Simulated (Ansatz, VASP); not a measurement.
# Cross-check of Al12P28SO87 (glassy 30Al2O3-70P2O5 (mol %)) between VASP and Ansatz, part 2 of 2

One calculation is typed for both programs; each brings its own data sets. How far apart do they land? Of the first pair: The structure shown is the start of the Ansatz relaxation below; VASP solves that cell, so the two are compared at the walk's first step.

VASP 6.6.1 and Ansatz 0.2.0.

So far. Step 3 (VASP: single point, PBE, start cell, pair 1): The run ends at a pressure of 1.16 GPa, with forces up to 18 eV/Å.

## (5) Ansatz: relaxation, PBE

Level of this step: Ansatz beside VASP: Kohn-Sham DFT, plane waves, PBE (Ansatz).

This run makes the geometry at which the two programs are then compared.

The structure compared here is the end of the Ansatz relaxation.

Contents of input.yaml:

```yaml
crystal:
  lattice:
    - [11.92456, 0.0, 0.0]
    - [0.0, 11.92456, 0.0]
    - [0.0, 0.0, 11.92456]
  atoms:
    - { symbol: Al, position: [0.4087, 0.02997, 0.03613] }
    - { symbol: Al, position: [0.50114, 0.1647, 0.31889] }
    - { symbol: Al, position: [0.02283, 0.37182, 0.91221], spin: 0.6 }
[... 3 atom lines left out ...]
    - { symbol: Al, position: [0.1145, 0.53005, 0.54507] }
    - { symbol: Al, position: [0.9099, 0.7211, 0.01135] }
    - { symbol: Al, position: [0.26917, 0.49442, 0.91436], spin: 0.6 }
    - { symbol: Al, position: [0.27091, 0.12812, 0.77837] }
[... 5 atom lines left out ...]
    - { symbol: P, position: [0.14822, 0.80672, 0.02184] }
    - { symbol: P, position: [0.94673, 0.17981, 0.07564] }
[... 2 atom lines left out ...]
    - { symbol: P, position: [0.26721, 0.25918, 0.2229] }
[... 4 atom lines left out ...]
    - { symbol: P, position: [0.98298, 0.33853, 0.65885] }
    - { symbol: P, position: [0.32616, 0.25928, 0.97354] }
[... 1 atom line left out ...]
    - { symbol: P, position: [0.79561, 0.50516, 0.88652] }
[... 3 atom lines left out ...]
    - { symbol: P, position: [0.43581, 0.6398, 0.0724] }
[... 1 atom line left out ...]
    - { symbol: P, position: [0.09252, 0.42225, 0.29575] }
[... 1 atom line left out ...]
    - { symbol: P, position: [0.34025, 0.55066, 0.67802] }
[... 10 atom lines left out ...]
    - { symbol: O, position: [0.19235, 0.15013, 0.6581] }
[... 6 atom lines left out ...]
    - { symbol: O, position: [0.02693, 0.30564, 0.77409] }
[... 5 atom lines left out ...]
    - { symbol: O, position: [0.42015, 0.17475, 0.99206] }
[... 1 atom line left out ...]
    - { symbol: O, position: [0.35535, 0.37026, 0.91714] }
    - { symbol: O, position: [0.34071, 0.57674, 0.01836] }
[... 3 atom lines left out ...]
    - { symbol: O, position: [0.01956, 0.2626, 0.01182] }
[... 3 atom lines left out ...]
    - { symbol: O, position: [0.18821, 0.16257, 0.24097] }
[... 3 atom lines left out ...]
    - { symbol: O, position: [0.00846, 0.46094, 0.62863] }
[... 5 atom lines left out ...]
    - { symbol: O, position: [0.83863, 0.61577, 0.93377] }
[... 2 atom lines left out ...]
    - { symbol: O, position: [0.85777, 0.30694, 0.64338] }
    - { symbol: O, position: [0.45175, 0.49889, 0.68168] }
    - { symbol: O, position: [0.24985, 0.50268, 0.59919] }
[... 1 atom line left out ...]
    - { symbol: O, position: [0.26983, 0.29118, 0.09124] }
    - { symbol: O, position: [0.87961, 0.41322, 0.91535] }
[... 2 atom lines left out ...]
    - { symbol: O, position: [0.77815, 0.50979, 0.7576] }
    - { symbol: O, position: [0.09335, 0.67531, 0.56797] }
[... 1 atom line left out ...]
    - { symbol: O, position: [0.06451, 0.71337, 0.00307] }
[... 1 atom line left out ...]
    - { symbol: O, position: [0.04712, 0.26784, 0.56539] }
    - { symbol: O, position: [0.28575, 0.57897, 0.79147] }
[... 9 atom lines left out ...]
    - { symbol: O, position: [0.01899, 0.31619, 0.31914] }
    - { symbol: O, position: [0.86284, 0.23683, 0.15533] }
[... 1 atom line left out ...]
    - { symbol: O, position: [0.39678, 0.67203, 0.19752] }
[... 1 atom line left out ...]
    - { symbol: O, position: [0.221, 0.37005, 0.27531] }
[... 1 atom line left out ...]
    - { symbol: O, position: [0.23381, 0.20212, 0.90018] }
    - { symbol: O, position: [0.88241, 0.7175, 0.15792] }
    - { symbol: O, position: [0.54401, 0.3678, 0.05535] }
[... 3 atom lines left out ...]
    - { symbol: S, position: [0.13137, 0.46192, 0.92636], spin: 0.6 }
[... 2 atom lines left out ...]
    - { symbol: O, position: [0.10152, 0.91881, 0.051] }
    - { symbol: O, position: [0.05864, 0.49112, 0.19898] }
    - { symbol: O, position: [0.12855, 0.81855, 0.71479] }
[... 1 atom line left out ...]
    - { symbol: O, position: [0.94707, 0.97018, 0.4393] }
magnetization:
  spin_polarized: true
kpoints:
  mp_grid: { grid: [1, 1, 1] }
hamiltonian:
  xc: pbe
scf:
  occupations: { method: fermi_dirac, width: 0.025 }
  lower_state_search: "off"
output:
  forces: true
  eigenvalues: true
relax:
  f_tol: 0.05
  max_steps: 90
```

The run is started by

```sh
$ ansatz run input.yaml --threads 4 --pin off --max-ram 8192MiB --backend cpu --events-out ev --progress --plain --runs-dir out
```

Numbers of over 12 decimals in the logs are rounded to 6 here.

The program printed:

```text
[...]
Crystal: 128 atoms, lattice volume = 1695.614 Å³
Basis set: ecut = 420 eV, 33131 PW (Γ), exchange–correlation on 160×160×160 points (8 copies of the dense FFT grid, shifted against one another)
Bands: 481, of which v1, the nominal top of the filled ones, is band 352 counted from 1 (351 counted from 0)
Symmetry: 1 space group operations
[...]
k-points: 1
[...]
Starting moments: Σ|m| = 1.8 μB on 3 of 128 sites
[...]
- { symbol: O, position: [0.248004, 0.997387, 0.424730] }
    - { symbol: O, position: [0.742788, 0.980058, 0.416628] }
    - { symbol: O, position: [0.936870, 0.817876, 0.624167] }
    - { symbol: O, position: [0.193132, 0.152361, 0.657789] }
    - { symbol: O, position: [0.434038, 0.936855, 0.921803] }
[...]
- { symbol: S, position: [0.106953, 0.505704, 0.931890] }
[...]
- { symbol: O, position: [0.053762, 0.497895, 0.208489] }
    - { symbol: O, position: [0.129689, 0.817828, 0.713706] }
    - { symbol: O, position: [0.242905, 0.777111, 0.112236] }
    - { symbol: O, position: [0.947762, 0.968129, 0.437270] }
```

## (6) VASP: single point, PBE, relaxed cell, pair 2

The same cell, functional, mesh and smearing now go to VASP, with its own data sets.

Contents of INCAR:

```
SYSTEM = Al12P28SO87
PREC = Accurate
ENCUT = 520
EDIFF = 1E-06
NELM = 200
ISMEAR = -1
SIGMA = 0.025
LREAL = Auto
ALGO = Normal
GGA = PE
NBANDS = 448
ISPIN = 2
MAGMOM = -0 -0 -0 0 -0 -0 -0 -0 0 -0 -0 -0 -0 -0 -0 -0 -0 0 0 -0 0 -0 -0 -0 0 -0 -0 -0 -0 -0 0 -0 -0 0 0 -0 0 0 -0 0 0 0 0 0 -0 -0 0 -0 -0 0 -0 0 -0 -0 0 -0 -0 -0 0 0 -0 0 0 -0 -0 -0 0 -0 -0 0 -0 0 0 -0 -0 0 -0 0 -0 0 0 0 0 0 0 -0 0 0 0 0 -0 0 -0 -0 -0 -0 0 -0 -0 0 -0 0 0 0 0 -0 -0 0 0 0 0 0 0 -0 0 0 0 0 0 -0 -0 0 -0 -0 0 0 -0 -0
LORBIT = 11
LWAVE = .FALSE.
LCHARG = .FALSE.
ISIF = 2
LASPH = .TRUE.
GGA_COMPAT = .FALSE.
NCORE = 4
```

Contents of POSCAR:

```
Al12P28SO87
1.0
   11.9245600000      0.0000000000      0.0000000000
    0.0000000000     11.9245600000      0.0000000000
    0.0000000000      0.0000000000     11.9245600000
Al P O S
12 28 87 1
Direct
    0.4103800000      0.0310400000      0.0388900000
    0.5001200000      0.1661800000      0.3159800000
    0.0051400000      0.3600300000      0.9085700000
[... 3 atom lines left out ...]
    0.1157800000      0.5281200000      0.5509800000
    0.9100500000      0.7164400000      0.0101200000
    0.2872300000      0.4991000000      0.9141300000
    0.2708100000      0.1280400000      0.7782500000
[... 5 atom lines left out ...]
    0.1510300000      0.8141100000      0.0227000000
    0.9440000000      0.1741400000      0.0777000000
[... 2 atom lines left out ...]
    0.2660800000      0.2631300000      0.2217400000
[... 4 atom lines left out ...]
    0.9798900000      0.3348200000      0.6567800000
    0.3270400000      0.2585800000      0.9735200000
[... 1 atom line left out ...]
    0.7898200000      0.5020100000      0.8853500000
[... 3 atom lines left out ...]
    0.4453700000      0.6439700000      0.0797400000
[... 1 atom line left out ...]
    0.0914500000      0.4244900000      0.3000900000
[... 1 atom line left out ...]
    0.3494300000      0.5517500000      0.6749200000
[... 10 atom lines left out ...]
    0.1931300000      0.1523600000      0.6577900000
[... 6 atom lines left out ...]
    0.0200100000      0.2957400000      0.7719800000
[... 5 atom lines left out ...]
    0.4217300000      0.1754300000      0.9936600000
[... 1 atom line left out ...]
    0.3570600000      0.3672700000      0.9127400000
    0.3576100000      0.5751700000      0.0214700000
[... 3 atom lines left out ...]
    0.0171000000      0.2544000000      0.0101400000
[... 3 atom lines left out ...]
    0.1850100000      0.1680600000      0.2391100000
[... 3 atom lines left out ...]
    0.0078600000      0.4577100000      0.6316200000
[... 5 atom lines left out ...]
    0.8441300000      0.6077000000      0.9319800000
[... 2 atom lines left out ...]
    0.8546700000      0.3049100000      0.6389900000
    0.4597800000      0.4973400000      0.6701300000
    0.2516000000      0.5038300000      0.6055600000
[... 1 atom line left out ...]
    0.2706200000      0.2946500000      0.0896300000
    0.8616800000      0.3998000000      0.9134200000
[... 2 atom lines left out ...]
    0.7719500000      0.5080900000      0.7566100000
    0.0930100000      0.6737500000      0.5683200000
[... 1 atom line left out ...]
    0.0629400000      0.7252500000      0.0126500000
[... 1 atom line left out ...]
    0.0458300000      0.2666300000      0.5632700000
    0.3078700000      0.5821700000      0.7925500000
[... 9 atom lines left out ...]
    0.0189000000      0.3170300000      0.3202100000
    0.8614000000      0.2352300000      0.1554400000
[... 1 atom line left out ...]
    0.3987000000      0.6768100000      0.2014700000
[... 1 atom line left out ...]
    0.2198300000      0.3743500000      0.2726900000
[... 1 atom line left out ...]
    0.2344900000      0.2002400000      0.9015500000
    0.8759800000      0.7128800000      0.1553000000
    0.5372400000      0.3772300000      0.0552800000
[... 3 atom lines left out ...]
    0.2251000000      0.8057800000      0.8994200000
[... 2 atom lines left out ...]
    0.0537600000      0.4978900000      0.2084900000
    0.1296900000      0.8178300000      0.7137100000
    0.2429000000      0.7771100000      0.1122400000
[... 1 atom line left out ...]
    0.1069500000      0.5057000000      0.9318900000
```

Contents of KPOINTS:

```
Automatic mesh
0
Gamma
1 1 1
0 0 0
```

Potentials, in the order of the species: Al, P, O and S (PBE family, release 64).

The run is started by

```sh
$ mpirun -np 16 vasp_gam
```

The program printed:

```text
[... set-up lines as in an earlier step ...]
 entering main loop
       N       E                     dE             d eps       ncg     rms          rms(c)
DAV:   1     0.660259759184E+04    0.66026E+04   -0.42483E+05  1840   0.155E+03
DAV:   2    -0.489127277313E+03   -0.70917E+04   -0.68735E+04  2208   0.380E+02
DAV:   3    -0.103510294761E+04   -0.54598E+03   -0.54200E+03  2120   0.113E+02
DAV:   4    -0.104658678263E+04   -0.11484E+02   -0.11421E+02  2224   0.173E+01
[...]
DAV:  18    -0.913991372792E+03   -0.14160E-06   -0.13301E-04  2224   0.295E-02    0.146E-02
DAV:  19    -0.913991375366E+03   -0.25742E-05   -0.34901E-05  2048   0.102E-02    0.175E-02
DAV:  20    -0.913991375189E+03    0.17786E-06   -0.80843E-07  1384   0.178E-03
   1 F= -.91399138E+03 E0= -.91399138E+03  d E =-.340738E-11  mag=    -0.0000
```

Parts of OUTCAR (step 6):

```text
  Total       -3.4215597     10.4886633    -18.4829343     -5.3339502     -3.1521086     11.3413072
  in kB       -3.2330143      9.9106842    -17.4644299     -5.0400222     -2.9784113     10.7163430
  external PRESSURE =      -3.5955867 kB  Pullay stress =       0.0000000 kB

 magnetization (x)
# of ion       s       p       d       tot
------------------------------------------
    1       -0.000  -0.000   0.000  -0.000
    2        0.000   0.000   0.000   0.000
    3       -0.000  -0.000   0.000  -0.000
    4       -0.000  -0.000   0.000  -0.000
    5        0.000   0.000   0.000   0.000
    6       -0.000  -0.000   0.000  -0.000
    7        0.000   0.000   0.000   0.000
    8       -0.000   0.000   0.000  -0.000
    9       -0.000  -0.000   0.000  -0.000
   10       -0.000   0.000   0.000   0.000
   11       -0.000  -0.000   0.000  -0.000
   12        0.000   0.000   0.000   0.000
   13       -0.000   0.000   0.000   0.000
[...]
--------------------------------------------------
tot          0.000  -0.000   0.000   0.000

[... 1 part as in an earlier step ...]

[... 2 further parts left out ...]
[key lines of the parts left out:]
E-fermi :   3.1787
```

The run ends at a pressure of -0.36 GPa, with forces up to 0.12 eV/Å.

## (7) Comparison

Compared:

```csv
quantity,Ansatz,VASP,difference
gap on the k mesh (eV),2.119,2.039,+0.080
```

Forces on 9 of the 128 atoms, those with the largest forces and the largest differences (eV/Å; atoms numbered as in POSCAR):

| atom | Ansatz x, y, z | VASP x, y, z |
| --- | --- | --- |
| P18 | 0.008, 0.005, 0.001 | -0.063, -0.017, -0.082 |
| O47 | 0.002, 0.018, 0.011 | -0.014, 0.061, -0.089 |
| O49 | 0.009, -0.003, -0.018 | 0.047, -0.056, -0.087 |
| O52 | -0.009, -0.003, -0.008 | -0.065, 0.088, 0.020 |
| O63 | -0.016, -0.009, -0.010 | 0.073, 0.052, 0.019 |
| O66 | 0.001, -0.004, -0.004 | -0.030, 0.082, -0.067 |
| O72 | -0.009, 0.004, -0.005 | -0.110, 0.002, -0.035 |
| O83 | 0.005, 0.006, 0.005 | -0.022, -0.054, -0.098 |
| O114 | 0.004, -0.010, -0.008 | 0.102, 0.000, -0.040 |

The forces differ by 43 meV/Å r.m.s., where the r.m.s. force is 0.008 eV/Å in Ansatz and 0.044 eV/Å in VASP: the atoms lie near their places of rest in Ansatz, so a percentage would say little (all taken over all components). A gap on the mesh is an upper bound, since the band edges may lie between its points.

## (8) Results

```json
{
 "r.m.s. force difference (single point, PBE, start cell, pair 1)": "3.2 % of the r.m.s. force",
 "r.m.s. force difference (single point, PBE, relaxed cell, pair 2)": "43 meV/Å",
 "difference in gap on the k mesh (single point, PBE, relaxed cell, pair 2)": "0.080 eV"
}
```

**Reading.** The r.m.s. force difference is 43 meV/Å (single point, PBE, relaxed cell, pair 2), beyond the 12 meV/Å picked in this series as the mark of a large difference. What causes the difference of the single point, PBE, start cell, pair 1 pair stays open here. What causes the difference of the single point, PBE, relaxed cell, pair 2 pair stays open here. How closely two codes agree says nothing of how well the functional describes the real material.

[Lines on the potential files, build, host, timing and source positions are cut from VASP's logs without a mark.]

[Logs are printed without paths, hosts, clocks, repeated set-up lines and the standing remarks that a program may print on its own settings, such as how far it seeks lower states.]

[Hosts, paths, dates, database ids (printed as entryN), source tags and the programs' standing remarks are cut or masked in the printed files.]
